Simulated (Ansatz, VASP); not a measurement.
One calculation of FeBiSe3, two programs

```
CELL_PARAMETERS angstrom
4.79116 0.00000 0.00000
0.00000 4.79116 0.00000
0.00000 0.00000 4.79116
ATOMIC_POSITIONS crystal
Fe 0.00000 0.00000 0.00000
Bi 0.50000 0.50000 0.50000
Se 0.50000 0.00000 0.00000
Se 0.00000 0.50000 0.00000
Se 0.00000 0.00000 0.50000
```

Alike in both runs: functional PBE; k mesh 4 × 4 × 4; occupations gaussian, width 0.1 eV; collinear spin.

Ansatz relaxed the structure, and its values are those at the end. VASP's run is a single point on that final structure, the one shown.

|  | VASP | Ansatz |
| --- | --- | --- |
| version | VASP 6.6.1 | Ansatz 0.2.0 |
| potentials or method | VASP PAW PBE potentials, release 64 (Fe, Bi_d, Se) | scalar-relativistic, plane waves, PAW |
| plane-wave cutoff (eV) | 520 | 420 |
| valence electrons in the cell | 41 | 79 |

|  | VASP | Ansatz | Ansatz less VASP |
| --- | --- | --- | --- |
| gap on the k mesh at the Fermi level (eV) | none | none | - |
| pressure (GPa) | 0.3 | 0.1 | -0.12 |
| net moment per atom (μB) | 0.49 | 0.49 | 0.000 |
| size of the moment on the site where the two differ most (μB) | 2.19 | 2.16 | -0.026 |

Site moments also hang on the region over which each program counts them. A gap of «none» marks a metal or a gap that the smearing closes. With one functional, cell and mesh, what is left measures potentials, basis and numerics. The two sets of potentials don't hold the same shells in valence.

Caveats: spin-orbit coupling is left out, which moves the levels of the heavy elements; a cell with one magnetic atom can't hold antiferromagnetic order, which such compounds often take.
